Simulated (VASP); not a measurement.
# Be2BiSb3 (P-3m1) in VASP: relaxation of cell and atoms with PBE

Aim: the relaxation of cell and atoms of Be2BiSb3 with PBE.

Everything below comes from runs of VASP 6.6.1. Logs are shortened: lines on timing, memory, paths and dates and some standing lists are left out, and cuts for length are marked.

### 1 The structure

It takes space group P-3m1 (No. 164, trigonal). The conventional cell has a = 3.361 Å, b = 3.361 Å, c = 8.233 Å, α = 90.00°, β = 90.00°, γ = 120.00°. Around Be (site symmetry 3m) lie 6 Sb at 2.38 Å. Around Sb (site symmetry -3m) lie 6 Be at 2.38 Å. Sb (site symmetry 3m) is surrounded by 3 Be at 2.38 Å and 3 Bi at 2.38 Å. Bi (site symmetry -3m) has 6 Sb at 2.38 Å as nearest neighbours.

The cell was built by a generator and needn't be a form met in nature.

### 2 Relaxation of cell and atoms, PBE

The input, INCAR:

```
  PREC = Accurate
  ENCUT = 600
  EDIFF = 1E-6
  ISMEAR = 0
  SIGMA = 0.1
  LREAL = False
  LASPH = True
  NELM = 100
  ALGO = Normal
  ISIF = 3
  LWAVE = False
  LCHARG = False
  GGA = PE
  IBRION = 2
  NSW = 90
  EDIFFG = -0.04
```

The input, KPOINTS:

```
regular mesh
0
Gamma
  6 6 2
```

The input, POSCAR:

```
Be2BiSb3
1.0
    3.3610026200      0.0000000000      0.0000000000
   -1.6805013100      2.9107136500      0.0000000000
    0.0000000000      0.0000000000      8.2327414400
Be Sb Bi
2 3 1
Direct
    0.3333333300      0.6666666700      0.6666666700
    0.6666666700      0.3333333300      0.3333333300
    0.0000000000      0.0000000000      0.5000000000
    0.3333333300      0.6666666700      0.1666666700
    0.6666666700      0.3333333300      0.8333333300
    0.0000000000      0.0000000000      0.0000000000
```

Potentials or basis: VASP PAW PBE potentials, release 64 (Be, Sb, Bi_d).

Run with:

```sh
$ cat potpaw_PBE.64/Be/POTCAR potpaw_PBE.64/Sb/POTCAR potpaw_PBE.64/Bi_d/POTCAR > POTCAR
$ mpirun -np 1 vasp_std > vasp.out
```

OUTCAR:

```text
PREC = Accurate
   ENCUT = 600
   EDIFF = 1E-6
   ISMEAR = 0
   LREAL = False
   LASPH = True
   NELM = 100
   ISIF = 3
   GGA = PE
   IBRION = 2
   NSW = 90
   EDIFFG = -0.04

 ion  position               nearest neighbor table
   1  0.333  0.667  0.667-   5 2.38   5 2.38   3 2.38   5 2.38   3 2.38   3 2.38
   2  0.667  0.333  0.333-   4 2.38   4 2.38   3 2.38   4 2.38   3 2.38   3 2.38
   3  0.000  0.000  0.500-   1 2.38   2 2.38   1 2.38   2 2.38   2 2.38   1 2.38   4 3.36   5 3.36
                             5 3.36   4 3.36   5 3.36   4 3.36
   4  0.333  0.667  0.167-   2 2.38   2 2.38   6 2.38   2 2.38   6 2.38   6 2.38   3 3.36   3 3.36
                             3 3.36   5 3.36   5 3.36   5 3.36
   5  0.667  0.333  0.833-   1 2.38   1 2.38   6 2.38   1 2.38   6 2.38   6 2.38   3 3.36   3 3.36
                             3 3.36   4 3.36   4 3.36   4 3.36
   6  0.000  0.000  0.000-   4 2.38   5 2.38   4 2.38   5 2.38   5 2.38   4 2.38

  LATTYP: Found a hexagonal cell.
 ALAT       =     3.3610026200
 C/A-ratio  =     2.4494897418

  Lattice vectors:

 A1 = (   3.3610026200,   0.0000000000,   0.0000000000)
 A2 = (  -1.6805013100,   2.9107136500,   0.0000000000)
 A3 = (   0.0000000000,   0.0000000000,   8.2327414400)

Analysis of symmetry for initial positions (statically):
=====================================================================
 Subroutine PRICEL returns:
 Original cell was already a primitive cell.

 Routine SETGRP: Setting up the symmetry group for a
 hexagonal supercell.

 Subroutine GETGRP returns: Found 12 space group operations
 (whereof 12 operations were pure point group operations)
 out of a pool of 24 trial point group operations.

The static configuration has the point symmetry D_3d.

Analysis of symmetry for dynamics (positions and initial velocities):
=====================================================================
 Subroutine PRICEL returns:
 Original cell was already a primitive cell.

 Routine SETGRP: Setting up the symmetry group for a
 hexagonal supercell.

 Subroutine GETGRP returns: Found 12 space group operations
 (whereof 12 operations were pure point group operations)
 out of a pool of 24 trial point group operations.

The dynamic configuration has the point symmetry D_3d.

 Subroutine INISYM returns: Found 12 space group operations
 (whereof 12 operations are pure point group operations),
 and found     1 'primitive' translations

----------------------------------------------------------------------------------------

                                     Primitive cell

  volume of cell :      80.5402

  direct lattice vectors                    reciprocal lattice vectors
     3.361002620  0.000000000  0.000000000     0.297530265  0.171779179  0.000000000
[... 72 lines left out ...]
   NGXF,Y,Z  is equivalent  to a cutoff of  27.70, 27.70, 28.27 a.u.
 SYSTEM =  unknown system
   PREC   = accura    normal or accurate (medium, high low for compatibility)
   ISTART =      0    job   : 0-new  1-cont  2-samecut
   ICHARG =      2    charge: 1-file 2-atom 10-const
   ISPIN  =      1    spin polarized calculation?
   LNONCOLLINEAR =      F non collinear calculations
   LSORBIT =      F    spin-orbit coupling
   LASPH  =      T    aspherical Exc in radial PAW
   ENCUT  =  600.0 eV  44.10 Ry    6.64 a.u.   6.71  6.71 16.44*2*pi/ulx,y,z
   NELM   =    100;   NELMIN=  2; NELMDL= -5     # of ELM steps
   EDIFF  = 0.1E-05   stopping-criterion for ELM
   LREAL  =      F    real-space projection
   EDIFFG = -.4E-01   stopping-criterion for IOM
   NSW    =     90    number of steps for IOM
   IBRION =      2    ionic relax: 0-MD 1-quasi-New 2-CG
   NFREE  =      1    steps in history (QN), initial steepest desc. (CG)
   ISIF   =      3    stress and relaxation
   ISYM   =      2    0-nonsym 1-usesym 2-fastsym
   POTIM  = 0.5000    time-step for ionic-motion
   TEBEG  =    0.0;   TEEND  =   0.0 temperature during run
   PSTRESS=    0.0 pullay stress
   NELECT =      34.0000    total number of electrons
   NUPDOWN=      -1.0000    fix difference up-down
   EMIN   =  10.00;   EMAX   =-10.00  energy-range for DOS
   EFERMI =   0.00;   METHOD = LEGACY
   ISMEAR =     0;   SIGMA  =   0.10  broadening in eV -4-tet -1-fermi 0-gaus
   EFERMI_NEDOS =   21; number of points for ismear=-14 and -15
   IALGO  =     38    algorithm
   IMIX   =      4    mixing-type and parameters
     AMIX     =   0.40;   BMIX     =  1.00
     AMIX_MAG =   1.60;   BMIX_MAG =  1.00
  volume/ion in A,a.u.               =      13.42        90.59
  Fermi-wavevector in a.u.,A,eV,Ry     =   1.228090  2.320754 20.520376  1.508205
  Thomas-Fermi vector in A             =   2.363029
   LORBIT       =      0    0 simple, 1 ext, 2 COOP (PROOUT), +10 PAW based schemes
   GGA     = PE    functional components
   LHFCALC =     F    Hartree Fock is set to
   AEXX    =    0.0000 exact exchange contribution
   IVDW    =     0    specifies the selected vdW correction
   LEPSILON=     F    determine dielectric tensor
   LRPA    =     F    only Hartree local field effects (RPA)
 conjugate gradient relaxation of ions
 non-spin polarized calculation
 Gauss-broadening in eV      SIGMA  =   0.10
  energy-cutoff  :      600.00
  volume of cell :       80.54
 maximum number of plane-waves:      2730
 NGX is ok and might be reduce to    28
   NGX = 13   NGY = 13   NGZ = 33

--------------------------------------- Ionic step        1  -------------------------------------------

 number of electron      33.9999997 magnetization

 Free energy of the ion-electron system (eV)
  ---------------------------------------------------
  ext. energy  EPLUGINS =         0.00000000
  ---------------------------------------------------
  free energy    TOTEN  =        -2.92213663 eV

  energy without entropy =       -2.91289945  energy(sigma->0) =       -2.91751804

 E-fermi :  15.8619     XC(G=0): -12.3540

 val. band max:       15.8209387075   @ k =   0.1667   0.1667   0.5000
 cond. band min:      15.8704655019   @ k =   0.0000   0.0000   0.5000
 fundamental gap:      0.0495267944
 Fermi energy:        15.8618619616
[... 1136 lines left out ...]
     20       9.0147      0.00000
     21       9.0147      0.00000

[... ionic steps 4 to 20 ...]

--------------------------------------- Ionic step       21  -------------------------------------------

 number of electron      33.9999997 magnetization

------------------------ aborting loop because EDIFF is reached ----------------------------------------
[... 75 lines left out ...]
--------------------------------------- Ionic step       23  -------------------------------------------

 number of electron      34.0000000 magnetization

 Free energy of the ion-electron system (eV)
  ---------------------------------------------------
  ext. energy  EPLUGINS =         0.00000000
  ---------------------------------------------------
  free energy    TOTEN  =       -21.98641654 eV

  energy without entropy =      -21.96556803  energy(sigma->0) =      -21.97599229

 E-fermi :   7.4030     XC(G=0): -10.0357

 val. band max:        7.4020628088   @ k =   0.1667   0.0000   0.0000
 cond. band min:       7.4146607733   @ k =   0.0000   0.0000   0.0000
 fundamental gap:      0.0125979645
 Fermi energy:         7.4029767757
[... 367 lines left out ...]
  FREE ENERGIE OF THE ION-ELECTRON SYSTEM (eV)
  ---------------------------------------------------
  free  energy   TOTEN  =       -21.9864165442 eV

  energy  without entropy=      -21.9655680308  energy(sigma->0) =      -21.97599229

 reached required accuracy - stopping structural energy minimisation
```

OSZICAR:

```text
N       E                     dE             d eps       ncg     rms          rms(c)
DAV:   1     0.345534400542E+03    0.34553E+03   -0.16178E+04   588   0.184E+03
DAV:   2     0.300706286696E+02   -0.31546E+03   -0.30835E+03   623   0.443E+02
DAV:   3    -0.309490889116E+01   -0.33166E+02   -0.31534E+02   744   0.142E+02
[... 245 lines left out ...]
DAV:   2    -0.219869125405E+02    0.87645E-03   -0.39850E-03   705   0.546E-01    0.120E-01
DAV:   3    -0.219864429526E+02    0.46959E-03   -0.78671E-04   765   0.265E-01    0.365E-02
DAV:   4    -0.219864162809E+02    0.26672E-04   -0.14317E-04   812   0.121E-01    0.102E-02
DAV:   5    -0.219864165300E+02   -0.24912E-06   -0.17201E-05   702   0.321E-02    0.477E-03
DAV:   6    -0.219864165442E+02   -0.14186E-07   -0.91574E-07   352   0.909E-03
  23 F= -.21986417E+02 E0= -.21975992E+02  d E =-.418728E-02
```

Run time: 14 min. Hardware: 1 thread of AMD EPYC 7R43 (Zen 3), shared host; peak memory 0.2 GiB.

What came out:

* Free energy: -21.9864 eV
* Relaxed volume: 22.48 Å³/atom
* Relaxed cell: a = 3.933 Å, b = 3.933 Å, c = 10.071 Å, α = 90.00°, β = 90.00°, γ = 120.00°
* Space group after relaxing (to 0.05 Å): P-3m1 (No. 164)
* Energy gained by relaxing: 3177.4 meV/atom
* Ionic steps: 23
* Pressure after relaxing: 0.1 GPa
* Largest force after relaxing: 0.040 eV/Å
* Band gap on the k mesh: none (metal or under the smearing width)

Forces in eV/Å, atoms in the order of the input:
```
Be   0.000  0.000 -0.003
Be   0.000  0.000  0.003
Sb   0.000  0.000  0.000
Sb   0.000  0.000  0.040
Sb   0.000  0.000 -0.040
Bi   0.000  0.000  0.000
```

Stress tensor (GPa, compression positive):
```
0.01 0.00 0.00
0.00 0.01 0.00
0.00 0.00 0.18
```

The path:
```tsv
step	energy change (eV)	largest force (eV/Å)	pressure (GPa)	volume (Å³)
1	0.0000	16.5458	139.69	80.54
2	-10.2130	0.7769	-7.92	308.45
3	-12.5008	0.6327	-9.15	262.49
4	-14.5119	0.4232	-10.03	227.32
5	-18.9778	0.1919	-2.11	141.49
6	-18.9729	0.4210	1.80	132.81
7	-19.0039	0.2859	-0.45	137.34
8	-19.0018	0.3220	0.17	136.00
9	-19.0130	0.2692	0.38	135.41
10	-19.0316	0.2043	1.10	133.62
11	-19.0427	0.1741	0.45	134.86
12	-19.0480	0.1338	-0.43	136.69
13	-19.0509	0.1163	-0.42	136.55
14	-19.0564	0.0621	-0.27	136.13
15	-19.0520	0.1848	0.05	135.29
16	-19.0573	0.0905	-0.18	135.90
17	-19.0593	0.0690	0.09	135.23
18	-19.0601	0.0482	0.36	134.59
19	-19.0613	0.0321	0.32	134.64
20	-19.0638	0.0147	0.16	134.80
21	-19.0631	0.0975	-0.10	135.10
22	-19.0641	0.0628	-0.01	134.96
23	-19.0643	0.0398	0.07	134.88
```

Final structure:
```cif
data_structure
_symmetry_space_group_name_H-M 'P 1'
_symmetry_Int_Tables_number 1
_cell_length_a 3.9325
_cell_length_b 3.9325
_cell_length_c 10.0713
_cell_angle_alpha 90.000
_cell_angle_beta 90.000
_cell_angle_gamma 120.000
_cell_volume 134.88
loop_
_atom_site_label
_atom_site_type_symbol
_atom_site_fract_x
_atom_site_fract_y
_atom_site_fract_z
_atom_site_occupancy
Be1 Be 0.33333 0.66667 0.65233 1
Be2 Be 0.66667 0.33333 0.34767 1
Sb1 Sb 0.00000 0.00000 0.50000 1
Sb2 Sb 0.33333 0.66667 0.22508 1
Sb3 Sb 0.66667 0.33333 0.77492 1
Bi1 Bi 0.00000 0.00000 0.00000 1
```

Levels at points of the mesh, in eV from the Fermi level:
```
           k point  band 14  band 15  band 16  band 17  band 18  band 19  band 20  band 21
(0.00, 0.00, 0.00)     0.28     0.42     0.42     0.50     0.50     2.06     2.06     3.35
(0.50, 0.00, 0.00)    -2.50    -1.97    -1.66    -1.13    -0.49     0.68     1.07     2.70
(0.00, 0.00, 0.50)     0.47     0.47     0.68     0.68     1.66     1.66     2.11     3.04
(0.50, 0.00, 0.50)    -2.26    -1.87    -1.10    -0.40     0.77     1.01     1.06     1.07
```

Caveat: the k mesh is coarse (spacing up to 0.38 Å⁻¹), so the values aren't converged; the volume moved by over 15 % at a fixed basis, so the end points are rough; spin-orbit coupling is left out, which moves the levels of the heavy elements.
